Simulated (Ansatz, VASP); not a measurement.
# BiN in two plane-wave programs

One calculation is typed for both programs; each brings its own data sets and cutoff. How far apart do they land? The cell is invented: As first built, before any earlier steps moved the atoms (in the runner's words): it takes the GaN structure with some of its atoms replaced by other elements, volume scaled by an estimate. It may not be a known or stable phase. The cell is taken from a series of VASP runs on this material, whose earlier steps may have relaxed, scaled or displaced it; both programs get it as it stands.

Main program and level: Ansatz 0.2.0; plane waves, with VASP 6.6.1 beside it; relaxation of cell and atoms at r2SCAN.

## Step 1: The starting structure

Symmetry: F-43m, No. 216, cubic system. The conventional cell has a = 5.502 Å, b = 5.502 Å, c = 5.502 Å, α = 90.00°, β = 90.00°, γ = 90.00°. Nearest to Bi lie 4 N at 2.38 Å. Nearest to N lie 4 Bi at 2.38 Å. As first built, before any earlier steps moved the atoms (in the runner's words): sites of the GaN structure (space group 216) filled with other elements, volume scaled by an estimate. Farther neighbours and most contacts between anions are not listed.

## Step 2: Ansatz: relaxation of cell and atoms, r2SCAN

Ansatz runs on its default PAW (the set named soft_2) files.

The relaxed volume is the usual yardstick between codes: its relative difference is about their pressure difference at one cell divided by the bulk modulus.

input.yaml

```yaml
crystal:
  lattice:
    - [0.0, 2.7510541957, 2.7510541957]
    - [2.7510541957, 0.0, 2.7510541957]
    - [2.7510541957, 2.7510541957, 0.0]
  atoms:
    - { symbol: Bi, position: [0.0, 0.0, 0.0] }
    - { symbol: "N", position: [0.25, 0.25, 0.25] }
hamiltonian:
  xc: r2scan
  pseudopotentials: { kind: paw }
kpoints:
  mp_grid: { grid: [8, 8, 8] }
scf:
  occupations: { method: gaussian, width: 0.05 }
relax:
  f_tol: 0.01
  max_steps: 60
  cell: { stress_tol: 0.05 }
output:
  forces: true
  stress: true
```

On the command line:

```bash
> ansatz run input.yaml --threads 4 --pin off --max-ram 9216MiB --backend cpu --events-out ev --progress --plain --runs-dir out
```

Numbers of over 12 decimals in the logs are rounded to 6 here.

What it wrote:

```text
Engine: ansatz 0.2.0, aarch64-unknown-linux-gnu
Pseudopotentials: kind: paw
Pseudopotential: Bi, paw, valence charge 15, recommended cutoff 500 eV (meta_gga), Bi.paw.azcp
Pseudopotential: N, paw, valence charge 5, recommended cutoff 500 eV (meta_gga), N.paw.azcp
Functional definition: r2SCAN
  parameter k0 = 0.174
  parameter k1 = 0.065
  parameter a1 = 4.9479
  exchange = r2scan_x(k0 = k0, k1 = k1, a1 = a1)
  correlation = r2scan_c
Crystal: 2 atoms, lattice volume = 41.642 Å³
Basis set: ecut = 500 eV, 1067 PW (Γ), exchange–correlation on 120×120×120 points (64 copies of the dense FFT grid, shifted against one another)
Bands: 14, of which v1, the nominal top of the filled ones, is band 10 counted from 1 (9 counted from 0)
Symmetry: 24 space group operations
Space group: F-43m (ITA 216), of the structure as read, at distance tolerance 3.5e-5 Å
k-points: 29 of 512 (time reversal used)
Non-local potential: Bi, projectors of the file, l = 0: 2, l = 1: 2, l = 2: 2, l = 3: 2
Non-local potential: N, projectors of the file, l = 0: 2, l = 1: 2, l = 2: 1
PAW form: soft (Blöchl's): semilocal exchange-correlation on the pseudo side does not see the compensation charge
PAW frozen core: Bi, regenerated for the run's functional (the file was generated under x = pbe(κ = 0.804, μ = 0.219515), c = pbe(β = 0.066725))
PAW frozen core: N, regenerated for the run's functional (the file was generated under x = pbe(κ = 0.804, μ = 0.219515), c = pbe(β = 0.066725))
PAW one-centre angular grid: Bi, 590 points (default); XC on 160 Gauss nodes
PAW one-centre angular grid: N, 302 points (default); XC on 160 Gauss nodes
Initial density: superposition of atomic densities (neutral atoms: chi_scale 0, normalization atom), corrected by the library's trained network
Initial wavefunctions: pseudopotential atomic-orbital guess
Functional: x = r2scan, c = r2scan; τ floored in thin density (d = 2e-4 eV/Å³)
SCF iter   1: F=—  HF=-12794.025229 eV  |F-HF|=—  |Δ(HF+E_count)|=         —  Δρ=4.60e-3  dr2=5.86e-3  dr2_τ=3.00e-2  ethr=1.77e-3  ⟨swp⟩=6.0  Hψ=2203  notcnv=0
preconditioner: auto → none  [insulator: Δε(μ)=0.091 eV  Ē_g=19.992 eV  σ=0.050 eV  W_gap=0.69  n_scr=14 (ndim 8)  ℏωp=25.7 eV  f_vac=0.018  D(μ)=0.59/eV (n_scr^D=0)  ε∞_Penn≈2.7]
SCF iter   2: F=—  HF=-12794.041683 eV  |F-HF|=—  |Δ(HF+E_count)|=   1.65e-2  Δρ=2.47e-3  dr2=9.86e-4  dr2_τ=8.59e-5  ethr=2.93e-5  ⟨swp⟩=2.6  Hψ=1078  notcnv=0  defer=1
SCF iter   3: F=—  HF=-12794.041850 eV  |F-HF|=—  |Δ(HF+E_count)|=   1.67e-4  Δρ=4.36e-4  dr2=8.91e-5  dr2_τ=1.81e-5  ethr=4.93e-6  ⟨swp⟩=2.0  Hψ=524  notcnv=0  defer=1
SCF iter   4: F=—  HF=-12794.041890 eV  |F-HF|=—  |Δ(HF+E_count)|=   3.96e-5  Δρ=4.32e-4  dr2=1.12e-4  dr2_τ=9.47e-6  ethr=4.46e-7  ⟨swp⟩=2.0  Hψ=550  notcnv=0  defer=1
SCF iter   5: F=—  HF=-12794.041870 eV  |F-HF|=—  |Δ(HF+E_count)|=   2.00e-5  Δρ=4.75e-5  dr2=8.00e-7  dr2_τ=5.91e-8  ethr=4.46e-7  ⟨swp⟩=1.9  Hψ=455  notcnv=0  defer=1
SCF iter   6: F=—  HF=-12794.041871 eV  |F-HF|=—  |Δ(HF+E_count)|=   9.88e-7  Δρ=1.86e-5  dr2=1.66e-7  dr2_τ=1.22e-8  ethr=5.00e-10  ⟨swp⟩=5.9  Hψ=1659  notcnv=0
SCF iter   7: F=-12794.041871 eV  HF=-12794.041871 eV  |F-HF|=2.99e-9  |Δ(HF+E_count)|=   1.04e-8  Δρ=3.31e-6  dr2=4.85e-9  dr2_τ=1.08e-10  ethr=5.00e-10  ⟨swp⟩=4.2  Hψ=1257  notcnv=0
SCF 1 converged in 7 iterations: F = -12794.041871 eV  dr2 = 4.85e-9
  greatest PAW one-centre occupation: 0.988 electrons in one spin orbital (limit 2), on the Bi atom at site 0 (counted from 0), in its partial waves of l = 2
relax step   1: F+E_penalty+E_count = -12794.04187073 eV  Δ(F+E_penalty+E_count) = +0.000e0 eV  max|allowed force component| = 1.554e-15 eV/Å  Δτ_max = 0.0000 Å  P = +0.632 GPa  Ω = 41.642 Å³  (7 SCF iters, dr2 threshold 1.00e-7 eV, accepted)
[...]
relax step   2: F+E_penalty+E_count = -12794.04195918 eV  Δ(F+E_penalty+E_count) = -8.845e-5 eV  max|allowed force component| = 1.184e-15 eV/Å  Δτ_max = 0.0000 Å  P = -0.487 GPa  Ω = 42.146 Å³  energy of the carried Pulay correction = -1.231e-4 eV  (5 SCF iters, dr2 threshold 2.00e-7 eV, accepted)
[...]
relax step   3: F+E_penalty+E_count = -12794.04235257 eV  Δ(F+E_penalty+E_count) = -3.934e-4 eV  max|allowed force component| = 1.406e-15 eV/Å  Δτ_max = 0.0000 Å  P = -0.004 GPa  Ω = 41.925 Å³  energy of the carried Pulay correction = -6.933e-5 eV  (5 SCF iters, dr2 threshold 2.00e-7 eV, accepted)
[...]
relax step   4: F+E_penalty+E_count = -12794.04242657 eV  Δ(F+E_penalty+E_count) = -7.399e-5 eV  max|allowed force component| = 1.258e-15 eV/Å  Δτ_max = 0.0000 Å  P = -0.004 GPa  Ω = 41.925 Å³  stress off target by 3.87e-3 GPa  SCF on the basis re-selected at this cell (its energy is not comparable with the rows above)  (7 SCF iters)
basis re-selected at this cell: Δ(F+E_penalty+E_count) = -7.399e-5 eV, ΔP = +0.000 GPa vs the last step (what re-selecting the basis moved, of the pressure what is left beyond the Pulay correction that the steps carried, after the strain that the cell walked since its last selection, with what the two solves' SCF thresholds leave and, on support functions, any second-order correction that the steps lacked; it is no m [...]
SCF converged after 7 iterations
Free energy (F): -12794.042427 eV
Harris-Foulkes:  -12794.042427 eV  (|F-HF|=1.27e-11)
Internal energy: -12794.041642 eV  (E = F + TS)
E sigma→0 (E₀):  -12794.042034 eV
Entropy (-TS):   -0.000784 eV (-0.392 meV/atom)
Fermi energy:    9.854686 eV
--- Per-component energies (eV) ---
  E_band       = -111.628584
  E_kinetic    = 426.918525
  E_local      = -1713.698263  (includes V_loc(G=0)·N_el)
  E_nonlocal   = 609.663394
  E_hartree    = 552.014156
  E_xc         = -199.990244
  E_vxc        = -240.502938  (∫ρ·V_xc dr)
  E_paw        = -10816.240655  (= ΣΔE_a)
  E_vpaw       = -313.878325  (= ΣTr[D̂ρ^β])
  E_aug_tail   = -0.000226  (compensation charges beyond the density's cutoff)
  E_vtau       = 15.840931  (kinetic-family band-sum trace: ∫τ·v_τ [+ j·A + Jᵃ·Aᵃ] dr)
  E_ewald      = -1653.554312
  E_core_change = 0.845983  (= ΣΔE_core)
  E_smearing   = -0.000784  (= −TS)
  E_closure    = 0.000000  (closes the sum)
  Σ components = -12794.042427   (vs F -12794.042427, Δ=0.00e0)
--- Forces (eV/Å), atoms counted from 1 ---
  atom   1  Bi    -0.00000000     0.00000000     0.00000000
  atom   2  N      0.00000000    -0.00000000    -0.00000000
  max |Σ_I F_I| component: 7.40e-16 eV/Å
--- Stress (GPa, compression-positive) ---
       -0.003873      -0.000000      -0.000000
       -0.000000      -0.003873       0.000000
       -0.000000       0.000000      -0.003873
  P = ⅓ Tr σ = -0.0039 GPa (-0.039 kbar)
--- Relaxed structure (3 steps of the walk, 3 accepted, 1 SCFs on fresh bases) ---
  F+E_penalty+E_count = -12794.04242657 eV   max|allowed force component| = 1.258e-15 eV/Å   (the final SCF, on the basis selected at the relaxed cell)
  cell:  # Å, volume = 41.9249 Å³
    - [0, 2.757278, 2.757278]
    - [2.757278, 0, 2.757278]
    - [2.757278, 2.757278, 0]
  atoms:
    - { symbol: Bi, position: [0, 0, 0] }
    - { symbol: N, position: [0.25, 0.25, 0.25] }
```

It took 4.1 s on 4 threads of Arm Neoverse V1, shared host; peak memory 0.45 GiB; 15 s of CPU time.

## Step 3: VASP: relaxation of cell and atoms, r2SCAN

The same cell, functional, mesh and smearing now go to VASP, with its own data sets and cutoff.

Lines of VASP's logs that name or quote its potential files are left out, and so is its time.

INCAR

```
SYSTEM = BiN
PREC = Accurate
ENCUT = 520
EDIFF = 1E-06
NELM = 100
ISMEAR = 0
SIGMA = 0.05
LREAL = .FALSE.
ALGO = Normal
METAGGA = R2SCAN
LASPH = .TRUE.
LORBIT = 11
LWAVE = .FALSE.
LCHARG = .FALSE.
IBRION = 2
NSW = 60
ISIF = 3
EDIFFG = -0.01
```

POSCAR

```
BiN
1.0
    0.0000000000      2.7510541957      2.7510541957
    2.7510541957      0.0000000000      2.7510541957
    2.7510541957      2.7510541957      0.0000000000
Bi N
1 1
Direct
    0.0000000000      0.0000000000      0.0000000000
    0.2500000000      0.2500000000      0.2500000000
```

KPOINTS

```
Automatic mesh
0
Gamma
8 8 8
0 0 0
```

The projector-augmented-wave data sets are Bi_d and N (PBE family, release 64).

On the command line:

```bash
> mpirun -np 1 vasp_std
```

What it wrote:

```text
[banner, memory and clock lines left out]
running    1 mpi-ranks, on    1 nodes
 distrk:  each k-point on    1 cores,    1 groups
 distr:  one band on    1 cores,    1 groups

 POSCAR found type information on POSCAR BiN
 POSCAR found :  2 types and       2 ions
|                                                                             |
|               ----> ADVICE to this user running VASP <----                  |
|                                                                             |
|     You enforced a specific xc type in the INCAR file but a different       |
|     [... a line on the potential file left out ...]
|     I HOPE YOU KNOW WHAT YOU ARE DOING!                                     |
|                                                                             |

 LDA part: xc-table for (None), standard interpolation
 POSCAR, INCAR and KPOINTS ok, starting setup
 FFT: planning ... GRIDC
 FFT: planning ... GRID_SOFT
 FFT: planning ... GRID
 WAVECAR not read
 entering main loop
       N       E                     dE             d eps       ncg     rms          rms(c)
DAV:   1     0.108548145274E+03    0.10855E+03   -0.10978E+04   812   0.168E+03
DAV:   2    -0.589020635402E+02   -0.16745E+03   -0.16413E+03   920   0.410E+02
DAV:   3    -0.733898755563E+02   -0.14488E+02   -0.13956E+02   968   0.122E+02
DAV:   4    -0.737430316727E+02   -0.35316E+00   -0.35304E+00   946   0.228E+01
DAV:   5    -0.737537514903E+02   -0.10720E-01   -0.10720E-01  1112   0.357E+00    0.827E+00
DAV:   6    -0.659035391625E+02    0.78502E+01   -0.17256E+01  1166   0.426E+01    0.409E+00
DAV:   7    -0.658720348809E+02    0.31504E-01   -0.19502E+00   884   0.912E+00    0.167E+00
DAV:   8    -0.658538781170E+02    0.18157E-01   -0.16962E-01   952   0.496E+00    0.227E-01
DAV:   9    -0.658552780042E+02   -0.13999E-02   -0.91526E-03  1078   0.848E-01    0.176E-01
DAV:  10    -0.658557261625E+02   -0.44816E-03   -0.36717E-03   986   0.834E-01    0.749E-02
DAV:  11    -0.658555950209E+02    0.13114E-03   -0.31786E-04   974   0.194E-01    0.364E-02
DAV:  12    -0.658556032468E+02   -0.82259E-05   -0.13211E-04   968   0.173E-01    0.968E-03
DAV:  13    -0.658556043946E+02   -0.11478E-05   -0.40700E-06   886   0.198E-02    0.526E-03
DAV:  14    -0.658556045499E+02   -0.15529E-06   -0.15157E-06   580   0.181E-02
   1 F= -.65855605E+02 E0= -.65855180E+02  d E =-.658556E+02
 curvature:   0.00 expect dE= 0.000E+00 dE for cont linesearch  0.000E+00
 trial: gam= 0.00000 g(F)=  0.112E-46 g(S)=  0.438E-02 ort = 0.000E+00 (trialstep = 0.100E+01)
 search vector abs. value=  0.438E-02
 bond charge predicted
       N       E                     dE             d eps       ncg     rms          rms(c)
DAV:   1    -0.659155788072E+02   -0.59974E-01   -0.17235E+00   986   0.243E+01    0.142E+00
DAV:   2    -0.658665767529E+02    0.49002E-01   -0.16681E-01   992   0.552E+00    0.536E-01
DAV:   3    -0.658575193547E+02    0.90574E-02   -0.37824E-02  1216   0.290E+00    0.249E-01
DAV:   4    -0.658559184072E+02    0.16009E-02   -0.90499E-03   986   0.143E+00    0.511E-02
DAV:   5    -0.658560726735E+02   -0.15427E-03   -0.13333E-03   846   0.301E-01    0.451E-02
DAV:   6    -0.658560452450E+02    0.27429E-04   -0.15903E-04  1016   0.143E-01    0.226E-02
DAV:   7    -0.658560327957E+02    0.12449E-04   -0.96886E-05  1138   0.120E-01    0.447E-03
DAV:   8    -0.658560335745E+02   -0.77884E-06   -0.52352E-06   842   0.282E-02
   2 F= -.65856034E+02 E0= -.65855680E+02  d E =-.429025E-03
 trial-energy change:   -0.000429  1 .order   -0.000403   -0.004375    0.003569
 step:   0.5556(harm=  0.5508)  dis= 0.00000  next Energy=   -65.856824 (dE=-0.122E-02)
 bond charge predicted
       N       E                     dE             d eps       ncg     rms          rms(c)
DAV:   1    -0.658686500949E+02   -0.12617E-01   -0.33329E-01   986   0.104E+01    0.637E-01
DAV:   2    -0.658588435967E+02    0.98065E-02   -0.32860E-02   992   0.249E+00    0.238E-01
DAV:   3    -0.658570589407E+02    0.17847E-02   -0.73568E-03  1224   0.131E+00    0.110E-01
DAV:   4    -0.658567667287E+02    0.29221E-03   -0.17069E-03   986   0.626E-01    0.223E-02
DAV:   5    -0.658568119020E+02   -0.45173E-04   -0.26277E-04   846   0.127E-01    0.202E-02
DAV:   6    -0.658568053422E+02    0.65597E-05   -0.32967E-05  1014   0.623E-02    0.952E-03
DAV:   7    -0.658568011093E+02    0.42330E-05   -0.18478E-05  1112   0.516E-02    0.226E-03
DAV:   8    -0.658568010188E+02    0.90474E-07   -0.89525E-07   418   0.126E-02
   3 F= -.65856801E+02 E0= -.65856418E+02  d E =-.119647E-02
 curvature:  -0.28 expect dE=-0.147E-06 dE for cont linesearch -0.147E-06
 trial: gam=-0.01093 g(F)=  0.635E-47 g(S)=  0.535E-06 ort = 0.484E-04 (trialstep = 0.911E+00)
 search vector abs. value=  0.165E-09
 reached required accuracy - stopping structural energy minimisation
```

Parts of OUTCAR (step 3):

```text
ion  position               nearest neighbor table
   1  0.000  0.000  0.000-   2 2.38   2 2.38   2 2.38   2 2.38
   2  0.250  0.250  0.250-   1 2.38   1 2.38   1 2.38   1 2.38

  LATTYP: Found a face centered cubic cell.
 ALAT       =     5.5021083914

 Subroutine GETGRP returns: Found 24 space group operations
 (whereof 24 operations were pure point group operations)

The static configuration has the point symmetry T_d .

 Found     29 irreducible k-points:

   k-points           NKPTS =     29   k-points in BZ     NKDIM =     29   number of bands    NBANDS=     14

   dimension x,y,z NGX =    30 NGY =   30 NGZ =   30
   dimension x,y,z NGXF=    60 NGYF=   60 NGZF=   60

   ENCUT  =  520.0 eV  38.22 Ry    6.18 a.u.   7.23  7.23  7.23*2*pi/ulx,y,z

   NELECT =      20.0000    total number of electrons

 k-points in reciprocal lattice and weights: Automatic mesh
   0.00000000  0.00000000  0.00000000       0.002
   0.12500000  0.00000000  0.00000000       0.016
   0.25000000  0.00000000  0.00000000       0.016
   0.37500000  0.00000000  0.00000000       0.016
   0.50000000  0.00000000  0.00000000       0.008
   0.12500000  0.12500000  0.00000000       0.012
   0.25000000  0.12500000  0.00000000       0.047
   0.37500000  0.12500000  0.00000000       0.047
   0.50000000  0.12500000  0.00000000       0.047
[...]
-0.37500000  0.50000000  0.12500000       0.023
  -0.25000000  0.50000000  0.25000000       0.012

 average (electrostatic) potential at core
       1-111.3946       2 -64.9896

 E-fermi :   6.4512

 k-point     1 :       0.0000    0.0000    0.0000
  band No.  band energies     occupation
    ...
      6     -10.4029      2.00000
      7      -1.0836      2.00000
      8       4.1875      2.00000
      9       4.1875      2.00000
     10       4.1875      2.00000
     11       9.5387      0.00000
     12       9.5387      0.00000
     13       9.5387      0.00000
     14      13.0948      0.00000

 k-point     2 :       0.1250    0.0000    0.0000
  band No.  band energies     occupation
    ...
      6     -10.2303      2.00000
      7      -1.4870      2.00000
      8       4.0351      2.00000
      9       4.0351      2.00000
     10       4.1460      2.00000
     11       8.9617      0.00000
     12       9.7277      0.00000
     13       9.7277      0.00000
     14      14.2948      0.00000

 k-point     3 :       0.2500    0.0000    0.0000
  band No.  band energies     occupation
    ...
      6      -9.7497      2.00000
      7      -2.5004      2.00000
      8       3.7088      2.00000
      9       3.7088      2.00000
     10       3.8679      2.00000
     11       8.7930      0.00000
     12      10.0751      0.00000
     13      10.0751      0.00000
     14      14.7667      0.00000

  Total        0.0027179      0.0027179      0.0027179      0.0000000      0.0000000     -0.0000000
  in kB        0.1035464      0.1035464      0.1035464      0.0000000      0.0000000     -0.0000000
  external PRESSURE =       0.1035464 kB  Pullay stress =       0.0000000 kB

  energy-cutoff  :      520.00
  volume of cell :       42.05
      direct lattice vectors                 reciprocal lattice vectors
     0.000000000  2.760119396  2.760119396    -0.181151584  0.181151584  0.181151584
     2.760119396  0.000000000  2.760119396     0.181151584 -0.181151584  0.181151584
     2.760119396  2.760119396 -0.000000000     0.181151584  0.181151584 -0.181151584

 POSITION                                       TOTAL-FORCE (eV/Angst)
 -----------------------------------------------------------------------------------
      0.00000      0.00000      0.00000         0.000000      0.000000      0.000000
      1.38006      1.38006      1.38006        -0.000000     -0.000000     -0.000000
 -----------------------------------------------------------------------------------
    total drift:                                0.000000      0.000000      0.000000

  FREE ENERGIE OF THE ION-ELECTRON SYSTEM (eV)
  ---------------------------------------------------
  free  energy   TOTEN  =       -65.8568010188 eV

  energy  without entropy=      -65.8560349540  energy(sigma->0) =      -65.85641799

 reached required accuracy - stopping structural energy minimisation

 total charge
# of ion       s       p       d       tot
------------------------------------------
    1        1.575   1.071   9.967  12.613
    2        1.331   2.249   0.000   3.581
--------------------------------------------------
tot          2.907   3.320   9.967  16.194

[... 3 further parts left out ...]
```

CONTCAR:

```
BiN
   1.00000000000000
     0.0000000000000000    2.7601193960990345    2.7601193960990345
     2.7601193960990345    0.0000000000000000    2.7601193960990345
     2.7601193960990345    2.7601193960990345   -0.0000000000000000
  Bi              N
     1     1
Direct
     0.0000000000000000    0.0000000000000000    0.0000000000000000
     0.2500000000000000    0.2500000000000000    0.2500000000000000
```

The k-mesh is coarse for a metal. The PAW data sets were made with PBE, which is usual practice but a small mismatch for other functionals. The run keeps the 24 symmetry operations of its start, so it cannot find a distortion of lower symmetry.

## Step 4: Differences

Known differences besides the potentials themselves: VASP keeps PBE cores, Ansatz makes them for the functional; both relaxations stop at a tolerance, which leaves soft axes loose, and VASP keeps its plane-wave basis; the cutoff is 500 eV in Ansatz and 520 eV in VASP; Ansatz adds a Pulay correction to the stress that steers its cell, VASP none. Total energies have different zeros and are not compared.

Compared:

| quantity | Ansatz | VASP | difference |
| --- | --- | --- | --- |
| volume (Å³) | 41.92 | 42.05 | -0.31 % |
| edge a after relaxation, in the typed setting (Å) | 3.899 | 3.903 | -0.10 % |

The walks stopped with 0.00 GPa left in Ansatz and 0.01 GPa in VASP; each walk ends within a tolerance, so the volume difference is uncertain by about these residues over the bulk modulus, most in soft cells.

## Step 5: Outcome

- difference in volume (relaxation of cell and atoms, r2SCAN): -0.31 %

What this shows: The difference in volume is -0.31 % (relaxation of cell and atoms, r2SCAN), within the 1.2 % picked in this series as the mark of a large difference, as far as the stopping tolerances let one tell. Such differences can come from data sets, numerical settings and the points named under the comparisons, not from the functional's error against experiment.

[Lines on the potential files, build, host, timing and source positions are cut from VASP's logs without a mark.]

[Logs are printed without paths, hosts, clocks, repeated set-up lines and the standing remarks that a program may print on its own settings, such as how far it seeks lower states.]

[Hosts, paths, dates, database ids (printed as entryN), source tags and the programs' standing remarks are cut or masked in the printed files.]
